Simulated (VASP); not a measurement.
Method: PBE GGA, VASP's PBE PAW potentials (set 64) (plane waves; VASP).

Input for VASP

File POSCAR:
```
Pt3Ti
1
    4.0327610000     0.0000000000     0.0000000000
    0.0000000000     3.8201800000     0.0000000000
    0.0000000000     0.0000000000     3.9250140000
Ti Pt
1 3
Direct
  0.0000000000   0.0000000000   0.0000000000
  0.0000000000   0.5000000000   0.5000000000
  0.5000000000   0.0000000000   0.5000000000
  0.5053360000   0.5000000000   0.0000000000
```

### INCAR
```
# general
SYSTEM   = Pt3Ti
PREC     = Accurate
ENCUT    = 400
LREAL    = .FALSE.
LASPH    = .TRUE.
KSPACING = 0.8
KGAMMA   = .TRUE.

# electronic loop
EDIFF    = 1E-6
NELM     = 100
ALGO     = Normal
LMAXMIX  = 6

# smearing
ISMEAR   = 1
SIGMA    = 0.1

# functional
GGA      = PE

# ions
ISIF     = 2

# output
LWAVE    = .FALSE.
LCHARG   = .FALSE.
```

POTCAR, in this order: Ti_sv Pt (PBE.64 set). Program: vasp_std.

What VASP printed:

OUTCAR:
```
 ion  position               nearest neighbor table
   1  0.000  0.000  0.000-   2 2.74   2 2.74   2 2.74   2 2.74   4 2.76   4 2.76   4 2.79   4 2.79
                             3 2.81   3 2.81   3 2.81   3 2.81
   2  0.000  0.500  0.500-   1 2.74   1 2.74   1 2.74   1 2.74   3 2.78   3 2.78   3 2.78   3 2.78
                             4 2.80   4 2.80   4 2.83   4 2.83
   3  0.500  0.000  0.500-   4 2.74   4 2.74   4 2.74   4 2.74   2 2.78   2 2.78   2 2.78   2 2.78
                             1 2.81   1 2.81   1 2.81   1 2.81
   4  0.505  0.500  0.000-   3 2.74   3 2.74   3 2.74   3 2.74   1 2.76   1 2.76   1 2.79   1 2.79
                             2 2.80   2 2.80   2 2.83   2 2.83
  LATTYP: Found a simple orthorhombic cell.
 ALAT       =     3.8201800000
 B/A-ratio  =     1.0274421624
 C/A-ratio  =     1.0556468543
 Subroutine PRICEL returns:
 Original cell was already a primitive cell.
 Subroutine GETGRP returns: Found  4 space group operations
The static configuration has the point symmetry C_2v.
The dynamic configuration has the point symmetry C_2v.
 Subroutine INISYM returns: Found  4 space group operations
 Subroutine IBZKPT returns following result:
 Found      8 irreducible k-points:

 Following reciprocal coordinates:
            Coordinates               Weight
  0.000000  0.000000  0.000000      1.000000
...
```

OSZICAR:
```
       N       E                     dE             d eps       ncg     rms          rms(c)
DAV:   1     0.339757172588E+03    0.33976E+03   -0.18298E+04   400   0.152E+03
DAV:   2    -0.383113179127E+01   -0.34359E+03   -0.33649E+03   445   0.401E+02
DAV:   3    -0.314911210662E+02   -0.27660E+02   -0.27050E+02   577   0.102E+02
DAV:   4    -0.323791047251E+02   -0.88798E+00   -0.88572E+00   471   0.191E+01
DAV:   5    -0.324184069240E+02   -0.39302E-01   -0.38638E-01   589   0.362E+00    0.224E+01
DAV:   6    -0.317987794860E+02    0.61963E+00   -0.31231E+01   564   0.342E+01    0.171E+01
DAV:   7    -0.301871840694E+02    0.16116E+01   -0.28081E+01   543   0.366E+01    0.112E+01
DAV:   8    -0.294041200895E+02    0.78306E+00   -0.15493E+00   546   0.101E+01    0.486E+00
DAV:   9    -0.293287262101E+02    0.75394E-01   -0.13977E+00   574   0.646E+00    0.363E+00
DAV:  10    -0.292851408171E+02    0.43585E-01   -0.11086E-01   513   0.227E+00    0.185E+00
DAV:  11    -0.292714253703E+02    0.13715E-01   -0.22276E-02   566   0.111E+00    0.120E+00
DAV:  12    -0.292688564768E+02    0.25689E-02   -0.59795E-03   524   0.619E-01    0.493E-01
DAV:  13    -0.292698915770E+02   -0.10351E-02   -0.23140E-03   516   0.399E-01    0.644E-01
DAV:  14    -0.292683346604E+02    0.15569E-02   -0.43816E-03   534   0.477E-01    0.165E-01
DAV:  15    -0.292682922384E+02    0.42422E-04   -0.17412E-04   493   0.105E-01    0.106E-01
DAV:  16    -0.292682893666E+02    0.28718E-05   -0.51099E-05   513   0.486E-02    0.107E-01
DAV:  17    -0.292682591538E+02    0.30213E-04   -0.28944E-05   561   0.411E-02    0.374E-02
DAV:  18    -0.292682568844E+02    0.22695E-05   -0.29496E-06   423   0.120E-02    0.219E-02
DAV:  19    -0.292682559748E+02    0.90961E-06   -0.23013E-06   325   0.118E-02
   1 F= -.29268256E+02 E0= -.29266531E+02  d E =-.517591E-02
```

**OUTCAR**
```
------------------------ aborting loop because EDIFF is reached ----------------------------------------
  FORCE on cell =-STRESS in cart. coord.  units (eV):
  Direction    XX          YY          ZZ          XY          YZ          ZX
  --------------------------------------------------------------------------------------
  Total        0.6074662      3.5370134      2.0997481      0.0000000      0.0000000      0.0000000
  in kB       16.0955266     93.7172999     55.6352779      0.0000000      0.0000000      0.0000000
  external PRESSURE =      55.1493681 kB  Pullay stress =       0.0000000 kB
  volume of cell :       60.47
      direct lattice vectors                 reciprocal lattice vectors
     4.032761000  0.000000000  0.000000000     0.247969071  0.000000000  0.000000000
     0.000000000  3.820180000  0.000000000     0.000000000  0.261767770  0.000000000
     0.000000000  0.000000000  3.925014000     0.000000000  0.000000000  0.254776161
 POSITION                                       TOTAL-FORCE (eV/Angst)
 -----------------------------------------------------------------------------------
      0.00000      0.00000      0.00000         0.051276      0.000000      0.000000
      0.00000      1.91009      1.96251         0.034697      0.000000      0.000000
      2.01638      0.00000      1.96251        -0.037494      0.000000      0.000000
      2.03790      1.91009      0.00000        -0.048480      0.000000      0.000000
 -----------------------------------------------------------------------------------
    total drift:                                0.000000     -0.000000     -0.000001
  FREE ENERGIE OF THE ION-ELECTRON SYSTEM (eV)
  ---------------------------------------------------
  free  energy   TOTEN  =       -29.2682559748 eV

  energy  without entropy=      -29.2630800613  energy(sigma->0) =      -29.26653067
```
(Selected blocks of OUTCAR.)

### OUTCAR
```
 val. band max:       11.5751627628   @ k =   0.0000   0.0000   0.3333

 cond. band min:      11.6106184524   @ k =   0.0000   0.3333   0.0000


 Fermi energy:        11.6093692233

 k-point     1 :       0.0000    0.0000    0.0000
  band No.  band energies     occupation
      1     -46.6818      2.00000
      2     -22.9430      2.00000
      3     -22.8938      2.00000
      4     -22.8858      2.00000
      5       1.4787      2.00000
      6       4.3004      2.00000
      7       4.5568      2.00000
      8       4.7270      2.00000
      9       4.8975      2.00000
     10       4.9733      2.00000
     11       5.0050      2.00000
     12       7.7509      2.00000
     13       7.9937      2.00000
     14       8.2265      2.00000
     15       9.6324      2.00000
     16      10.0680      2.00000
     17      10.9592      2.00000
     18      11.3689      2.00350
     19      11.5692      1.62241
     20      11.6581      0.27424
     21      12.5871     -0.00000
     22      12.7987     -0.00000
     23      12.9105     -0.00000
     24      13.0776     -0.00000
     25      13.4642     -0.00000

 k-point     2 :       0.5000    0.0000    0.0000
  band No.  band energies     occupation
      1     -46.6807      2.00000
      2     -22.9460      2.00000
      3     -22.9065      2.00000
      4     -22.8975      2.00000
      5       3.4919      2.00000
      6       4.6962      2.00000
      7       5.2464      2.00000
      8       5.4708      2.00000
      9       6.2573      2.00000
     10       6.4907      2.00000
     11       6.6207      2.00000
     12       6.9136      2.00000
     13       7.3251      2.00000
     14       7.4208      2.00000
     15       7.7990      2.00000
     16       8.4217      2.00000
     17       8.9131      2.00000
     18       8.9693      2.00000
     19       9.0431      2.00000
     20      10.2490      2.00000
     21      11.4422      2.03960
     22      11.4469      2.04383
     23      11.6614      0.23805
...
```

Unless said otherwise, spin-orbit coupling is left out, though it shifts the bands of the heavy elements here.

The compound is Pt3Ti in the L1_2 structure. The cell was not relaxed at this level, atoms are displaced from their ideal sites. The run is one of a series of settings (KGAMMA = .TRUE., KSPACING = 0.8, KPOINTS file removed against the base run), some of them coarse on purpose.
